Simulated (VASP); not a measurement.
These are LDA (Ceperley-Alder, Perdew-Zunger), VASP's LDA PAW potentials (set 64) (plane waves; VASP) values and carry that method's errors.

VASP ran on this input.

**INCAR**
```
ALGO = Normal
EDIFF = 1E-6
EDIFFG = -0.02
ENCUT = 400
IBRION = 2
ISIF = 3
ISMEAR = 1
ISPIN = 2
LASPH = .TRUE.
LCHARG = .FALSE.
LMAXMIX = 4
LORBIT = 10
LREAL = .FALSE.
LWAVE = .FALSE.
MAGMOM = 5.0 -5.0 2*0.0
NELM = 100
NSW = 60
PREC = Accurate
SIGMA = 0.1
SYSTEM = MnS
```

KPOINTS:
```
Automatic mesh
0
Gamma
9 9 9
0 0 0
```

### POSCAR
```
MnS
1
    4.8852255329     2.4365161978     2.4365161978
    2.4365161978     4.8852255329     2.4365161978
    2.4365161978     2.4365161978     4.8852255329
Mn S
2 2
Direct
  1.0000000000   0.0000000000   0.0000000000
  0.5000000000   0.5000000000   0.5000000000
  0.2500000000   0.2500000000   0.2500000000
  0.7500000000   0.7500000000   0.7500000000
```

POTCAR, in this order: Mn_pv S (LDA.64 set). Program: vasp_std.

Output of the run:

File OSZICAR:
```
       N       E                     dE             d eps       ncg     rms          rms(c)
DAV:   1     0.344270222636E+03    0.34427E+03   -0.18828E+04  8588   0.155E+03
DAV:   2    -0.205077430185E+01   -0.34632E+03   -0.34139E+03  7890   0.452E+02
DAV:   3    -0.317819345726E+02   -0.29731E+02   -0.29270E+02 10866   0.127E+02
DAV:   4    -0.325954190416E+02   -0.81348E+00   -0.80168E+00  8983   0.205E+01
DAV:   5    -0.326129752574E+02   -0.17556E-01   -0.17550E-01  9956   0.337E+00    0.213E+01
DAV:   6    -0.306800230914E+02    0.19330E+01   -0.25594E+01 10438   0.480E+01    0.146E+01
DAV:   7    -0.306044237970E+02    0.75599E-01   -0.44866E+00  9749   0.244E+01    0.887E+00
DAV:   8    -0.306193247568E+02   -0.14901E-01   -0.24645E-01  9143   0.305E+00    0.433E+00
DAV:   9    -0.305986119843E+02    0.20713E-01   -0.94820E-02 10346   0.267E+00    0.593E-01
DAV:  10    -0.306021743543E+02   -0.35624E-02   -0.14661E-02  9357   0.115E+00    0.317E-01
DAV:  11    -0.306022601213E+02   -0.85767E-04   -0.13478E-03 10635   0.226E-01    0.173E-01
DAV:  12    -0.306023106285E+02   -0.50507E-04   -0.14284E-04  8914   0.125E-01    0.102E-01
DAV:  13    -0.306023212855E+02   -0.10657E-04   -0.29192E-05 10049   0.444E-02    0.262E-02
DAV:  14    -0.306023211374E+02    0.14817E-06   -0.87676E-06  8905   0.320E-02
   1 F= -.30602321E+02 E0= -.30602473E+02  d E =-.306023E+02  mag=     0.0000
       N       E                     dE             d eps       ncg     rms          rms(c)
DAV:   1    -0.306173759168E+02   -0.15055E-01   -0.27888E-01  8380   0.668E+00    0.119E+00
DAV:   2    -0.306048689907E+02    0.12507E-01   -0.11869E-01  8520   0.418E+00    0.105E+00
DAV:   3    -0.306033535236E+02    0.15155E-02   -0.75430E-03  8352   0.102E+00    0.194E-01
DAV:   4    -0.306028906408E+02    0.46288E-03   -0.36944E-03 10302   0.417E-01    0.126E-01
DAV:   5    -0.306027626851E+02    0.12796E-03   -0.69594E-04  9136   0.291E-01    0.810E-02
DAV:   6    -0.306027444416E+02    0.18243E-04   -0.71320E-05  8975   0.591E-02    0.302E-02
DAV:   7    -0.306027410389E+02    0.34026E-05   -0.64299E-06  9146   0.214E-02    0.150E-02
DAV:   8    -0.306027411131E+02   -0.74107E-07   -0.15699E-06  5088   0.798E-03
   2 F= -.30602741E+02 E0= -.30602938E+02  d E =-.419976E-03  mag=    -0.0000
```

**OUTCAR**
```
------------------------ aborting loop because EDIFF is reached ----------------------------------------
  FORCE on cell =-STRESS in cart. coord.  units (eV):
  Direction    XX          YY          ZZ          XY          YZ          ZX
  --------------------------------------------------------------------------------------
  Total        0.0069999      0.0069999      0.0069999      0.0156251      0.0156251      0.0156251
  in kB        0.1907189      0.1907189      0.1907189      0.4257187      0.4257187      0.4257187
  external PRESSURE =       0.1907189 kB  Pullay stress =       0.0000000 kB
  volume of cell :       58.80
      direct lattice vectors                 reciprocal lattice vectors
     4.895384385  2.443627237  2.443627237     0.305987795 -0.101882944 -0.101882944
     2.443627237  4.895384385  2.443627237    -0.101882944  0.305987795 -0.101882944
     2.443627237  2.443627237  4.895384385    -0.101882944 -0.101882944  0.305987795
 POSITION                                       TOTAL-FORCE (eV/Angst)
 -----------------------------------------------------------------------------------
      4.88725      7.33901      7.33901         0.000000      0.000000      0.000000
      4.89132      4.89132      4.89132         0.000000     -0.000000      0.000000
      2.44566      2.44566      2.44566        -0.000000      0.000000     -0.000000
      7.33698      7.33698      7.33698         0.000000     -0.000000     -0.000000
 -----------------------------------------------------------------------------------
    total drift:                                0.000000     -0.000000     -0.000000
  FREE ENERGIE OF THE ION-ELECTRON SYSTEM (eV)
  ---------------------------------------------------
  free  energy   TOTEN  =       -30.6027411131 eV

  energy  without entropy=      -30.6033322207  energy(sigma->0) =      -30.60293815

 total charge

# of ion       s       p       d       tot
------------------------------------------
    1        0.254   6.225   5.080  11.559
    2        0.254   6.225   5.080  11.559
    3        1.326   2.420   0.000   3.746
    4        1.326   2.420   0.000   3.746
--------------------------------------------------
tot          3.160  17.291  10.160  30.611

 magnetization (x)

# of ion       s       p       d       tot
------------------------------------------
    1        0.004   0.009   3.685   3.698
    2       -0.004  -0.009  -3.685  -3.698
    3        0.000   0.000   0.000   0.000
    4        0.000   0.000   0.000   0.000
--------------------------------------------------
tot          0.000   0.000   0.000   0.000

 reached required accuracy - stopping structural energy minimisation
```
(Selected blocks of OUTCAR.)

CONTCAR:
```
MnS
   1.00000000000000
     4.8953843847190743    2.4436272370931178    2.4436272370931178
     2.4436272370931178    4.8953843847190743    2.4436272370931178
     2.4436272370931178    2.4436272370931178    4.8953843847190743
  Mn              S
     2     2
Direct
     0.0000000000000000    1.0000000000000000    1.0000000000000000
     0.5000000000000000    0.5000000000000000    0.5000000000000000
     0.2500000000000000    0.2500000000000000    0.2500000000000000
     0.7500000000000000    0.7500000000000000    0.7500000000000000
```

The compound is MnS in the rock salt, AFM-II order structure. This run relaxes it. Symmetry was kept, so distortions that lower it aren't found. The start is the result of an earlier pass.
